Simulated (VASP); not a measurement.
Runs of VASP 6.6.1 on NiO. It takes space group Fm-3m (No. 225, cubic). The conventional cell has a = 4.172 Å, b = 4.172 Å, c = 4.172 Å, α = 90.00°, β = 90.00°, γ = 90.00°. Ni (site symmetry m-3m) is surrounded by 6 O at 2.09 Å. O (site symmetry m-3m) is surrounded by 6 Ni at 2.09 Å. 

```tsv
task	level	U	cell	gap on the mesh (eV)	pressure (GPa)	moment (μB)	relaxed volume (Å³/atom)
single point	PBE+U	Ni d U = 6.2 eV	as given	(a)	(b)	2.00	-
relaxation of cell and atoms	PBE	-	relaxed	none	-0.1	1.78	9.34
single point	r2SCAN	-	as given	0.70	2.4	2.00	-
relaxation of cell and atoms	PBE+U	Ni d U = 6.2 eV	relaxed	2.55	0.0	2.00	9.23
single point	PBE	-	as given	none	4.5	1.65	-
relaxation of cell and atoms	r2SCAN	-	relaxed	0.74	0.1	2.00	9.17
```

Alike in all rows: potentials or basis VASP PAW PBE potentials, release 64 (Ni, O); spin collinear, ferromagnetic start; k mesh 12 × 12 × 12; cutoff (eV) 600; smearing gaussian 0.03 eV.

Problem. Fill in the values left out.

Solution. (a) 2.52; (b) 3.2.

Caveats: a cell with one magnetic atom can't hold antiferromagnetic order, which such compounds often take; semilocal functionals often make such compounds metallic where correlation or magnetic order opens a gap, which also shifts bond lengths (some runs); the PAW data sets were made with another functional, which shifts forces and pressure a little (some runs).

A k mesh can miss the band edges.

A gap of «none» marks a metal or a gap under the smearing width.

Not every run made on this cell is shown here.
